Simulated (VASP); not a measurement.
Calculation: SCAN meta-GGA, VASP's PBE PAW potentials (set 64) (plane waves; VASP 6.6.1).

Input for VASP

KPOINTS_OPT:
```
k-points along high-symmetry lines
10
Line-mode
Reciprocal
  0.000000   0.000000   0.000000 ! GAMMA
  0.000000   0.500000   0.000000 ! X

  0.000000   0.500000   0.000000 ! X
  0.500000   0.500000   0.000000 ! M

  0.500000   0.500000   0.000000 ! M
  0.000000   0.000000   0.000000 ! GAMMA

  0.000000   0.000000   0.000000 ! GAMMA
  0.500000   0.500000   0.500000 ! R

  0.500000   0.500000   0.500000 ! R
  0.000000   0.500000   0.000000 ! X

  0.500000   0.500000   0.500000 ! R
  0.500000   0.500000   0.000000 ! M
```

KPOINTS:
```
Automatic mesh
0
Gamma
6 6 6
0 0 0
```

### POSCAR
```
BaTiO3
1
    4.0019168728     0.0000000000     0.0000000000
    0.0000000000     4.0019168728     0.0000000000
   -0.0000000000    -0.0000000000     4.0019168728
Ba Ti O
1 1 3
Direct
  0.0000000000   0.0000000000   0.0000000000
  0.5000000000   0.5000000000   0.5000000000
  0.5000000000   0.0000000000   0.5000000000
  0.0000000000   0.5000000000   0.5000000000
  0.5000000000   0.5000000000   0.0000000000
```

### INCAR
```
! general
SYSTEM  = BaTiO3
PREC    = Accurate
ENCUT   = 520
LREAL   = .FALSE.   ! projection in real space or not
LASPH   = .TRUE.   ! aspherical one-centre terms

! electronic loop
EDIFF   = 1E-7   ! SCF stop (eV)
NELM    = 100
ALGO    = Normal   ! blocked Davidson
LMAXMIX = 4   ! l cut-off of mixed one-centre charges
LMIXTAU = .TRUE.

! smearing
ISMEAR  = -5

! functional
METAGGA = SCAN

! ions
ISIF    = 2

! output
LWAVE   = .FALSE.
LCHARG  = .FALSE.
LORBIT  = 11   ! lm-projected
NEDOS   = 601   ! DOS grid

! other
LEFG    = .TRUE.
```

POTCAR, in this order: Ba_sv Ti_sv O (PBE.64 set). Program: vasp_std.

Unless said otherwise, spin-orbit coupling is left out, though it shifts the bands of the heavy elements here.

Question: What does the run give for the energy per atom (σ→0), band gap (over mesh and band path)?

Answer: 
```yaml
energy per atom (σ→0): -18.269 eV/atom
band gap (over mesh and band path): 2.14 eV
```

### OSZICAR
```
...
DAV:  18    -0.913474560226E+02   -0.19722E-05   -0.37229E-06  1232   0.198E-02    0.289E-03
DAV:  19    -0.913474590825E+02   -0.30599E-05   -0.18177E-06  1128   0.129E-02    0.164E-03
DAV:  20    -0.913474598926E+02   -0.81002E-06   -0.35893E-07  1016   0.639E-03    0.245E-04
DAV:  21    -0.913474599049E+02   -0.12351E-07   -0.20814E-08   552   0.151E-03
   1 F= -.91347460E+02 E0= -.91347460E+02  d E =0.000000E+00
       N       E                     dE             ncg
       N       E                     dE             ncg
       N       E                     dE             ncg
```

The compound is BaTiO3 in the cubic perovskite structure, the ideal cubic form; the compound distorts at low or room temperature. It was relaxed first.
